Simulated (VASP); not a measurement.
Given:

```
Ti23O48
1.0
    9.31125     0.00000     0.00000
    0.00000     9.31125     0.00000
    0.00000     0.00000     8.90603
Ti O
23 48
Direct
  0.00000   0.00000   0.00000
  0.25000   0.25000   0.16667
  0.00000   0.00000   0.33333
  0.25000   0.25000   0.50000
  0.00000   0.00000   0.66667
  0.25000   0.25000   0.83333
  0.00000   0.50000   0.00000
  0.25000   0.75000   0.16667
  0.00000   0.50000   0.33333
  0.25000   0.75000   0.50000
  0.00000   0.50000   0.66667
  0.25000   0.75000   0.83333
  0.50000   0.00000   0.00000
  0.75000   0.25000   0.16667
  0.50000   0.00000   0.33333
  0.75000   0.25000   0.50000
  0.50000   0.00000   0.66667
  0.75000   0.25000   0.83333
  0.50413   0.49611   0.99836
  0.75000   0.75000   0.16667
  0.75000   0.75000   0.50000
  0.50291   0.50465   0.66928
  0.75000   0.75000   0.83333
  0.15250   0.15250   0.00000
  0.40250   0.09750   0.16667
  0.09750   0.40250   0.16667
  0.34750   0.34750   0.00000
  0.15250   0.15250   0.33333
  0.40250   0.09750   0.50000
  0.09750   0.40250   0.50000
  0.35102   0.34503   0.32961
  0.15250   0.15250   0.66667
  0.40250   0.09750   0.83333
  0.09750   0.40250   0.83333
  0.34750   0.34750   0.66667
  0.15250   0.65250   0.00000
  0.39986   0.60139   0.16874
  0.09750   0.90250   0.16667
  0.34750   0.84750   0.00000
  0.15250   0.65250   0.33333
  0.40739   0.60062   0.49979
  0.09750   0.90250   0.50000
  0.34750   0.84750   0.33333
  0.15250   0.65250   0.66667
  0.40250   0.59750   0.83333
  0.09750   0.90250   0.83333
  0.34750   0.84750   0.66667
  0.65250   0.15250   0.00000
  0.90250   0.09750   0.16667
  0.60214   0.40198   0.16545
  0.84750   0.34750   0.00000
  0.65250   0.15250   0.33333
  0.90250   0.09750   0.50000
  0.59748   0.40037   0.50246
  0.84750   0.34750   0.33333
  0.65250   0.15250   0.66667
  0.90250   0.09750   0.83333
  0.59750   0.40250   0.83333
  0.84750   0.34750   0.66667
  0.65250   0.65250   0.00000
  0.90250   0.59750   0.16667
  0.59750   0.90250   0.16667
  0.84750   0.84750   0.00000
  0.65018   0.65199   0.33031
  0.90250   0.59750   0.50000
  0.59750   0.90250   0.50000
  0.84750   0.84750   0.33333
  0.65250   0.65250   0.66667
  0.90250   0.59750   0.83333
  0.59750   0.90250   0.83333
  0.84750   0.84750   0.66667
```
Cell charge -1.

Calculation: PBE GGA, VASP's PBE PAW potentials (set 64) (plane waves; VASP). Settings: PREC = Normal, LREAL = Auto, ISYM = 0, NELECT = 381.0, EDIFF = 1E-5, 400 eV cut-off, 1×1×1 Γ-centred mesh, Gaussian smearing of 0.050 eV, potentials Ti O. Starting moments (MAGMOM): 71*0.0423. The cell's moment is fixed (NUPDOWN = 3).

The cell is charged, with a uniform compensating background. The supercell is sampled at Γ alone, which is coarse: total energies, pressure and levels can be off, energies of defects by several tenths of an eV.

Question: The ions are relaxed. Which structure does the run end with?

Answer: 
```
Ti23O48
1.0
    9.31125     0.00000     0.00000
    0.00000     9.31125     0.00000
    0.00000     0.00000     8.90603
Ti O
23 48
Direct
  0.00063   0.99998   0.00112
  0.25532   0.25534   0.17137
  0.00008   0.99990   0.33349
  0.25532   0.25539   0.49518
  0.00048   0.00035   0.66590
  0.24680   0.24683   0.83325
  0.99989   0.49989   0.00019
  0.25464   0.74531   0.16809
  0.00004   0.50001   0.33335
  0.25460   0.74568   0.49854
  0.99995   0.49982   0.66651
  0.25417   0.74553   0.83326
  0.49999   0.99993   0.00017
  0.74593   0.25443   0.16830
  0.49992   0.00000   0.33337
  0.74553   0.25418   0.49866
  0.49990   0.99988   0.66653
  0.74605   0.25384   0.83337
  0.50042   0.50001   0.01196
  0.74473   0.74482   0.17126
  0.74496   0.74495   0.49528
  0.50035   0.50020   0.65460
  0.75399   0.75394   0.83326
  0.15233   0.15210   0.99979
  0.40369   0.09835   0.16642
  0.09863   0.40370   0.16638
  0.34771   0.34729   0.99737
  0.15124   0.15127   0.33327
  0.40389   0.09857   0.50010
  0.09861   0.40371   0.50007
  0.34329   0.34317   0.33320
  0.15236   0.15209   0.66666
  0.40321   0.09870   0.83328
  0.09876   0.40298   0.83330
  0.34743   0.34763   0.66913
  0.14733   0.65461   0.99799
  0.39377   0.60655   0.14869
  0.09740   0.90287   0.16584
  0.34561   0.85287   0.99785
  0.15071   0.65234   0.33338
  0.39397   0.60690   0.51801
  0.09736   0.90297   0.50074
  0.34772   0.84969   0.33320
  0.14743   0.65449   0.66841
  0.40066   0.59965   0.83332
  0.09754   0.90239   0.83320
  0.34547   0.85312   0.66864
  0.65475   0.14713   0.99810
  0.90315   0.09720   0.16572
  0.60708   0.39362   0.14866
  0.85327   0.34537   0.99792
  0.65250   0.15046   0.33317
  0.90298   0.09708   0.50073
  0.60664   0.39339   0.51798
  0.84991   0.34751   0.33351
  0.65486   0.14702   0.66866
  0.90279   0.09744   0.83332
  0.59994   0.40033   0.83323
  0.85316   0.34538   0.66860
  0.65293   0.65269   0.99724
  0.90175   0.59629   0.16646
  0.59651   0.90166   0.16649
  0.84816   0.84798   0.00002
  0.65725   0.65695   0.33331
  0.90189   0.59647   0.50006
  0.59640   0.90155   0.50007
  0.84909   0.84895   0.33321
  0.65301   0.65265   0.66923
  0.90184   0.59724   0.83323
  0.59728   0.90154   0.83326
  0.84817   0.84803   0.66654
```
Cell charge -1. The cell ends with 3.00 μB, on the first 30 sites -0.03 -0.02 -0.02 -0.02 -0.03 -0.03 -0.03 -0.03 -0.02 -0.03 -0.03 -0.04 -0.03 -0.03 -0.02 -0.03 -0.03 -0.05 -0.04 -0.02 -0.02 -0.04 -0.03 0.07 0.04 0.04 0.07 0.05 0.04 0.04 μB.

Question: How much energy does the relaxation gain?

Answer: The energy (σ→0) changes by -27.9 meV/atom, in 18 ionic steps.

The cell is a supercell with a defect, built from TiO2 (rutile): vac_Ti, charge -1.
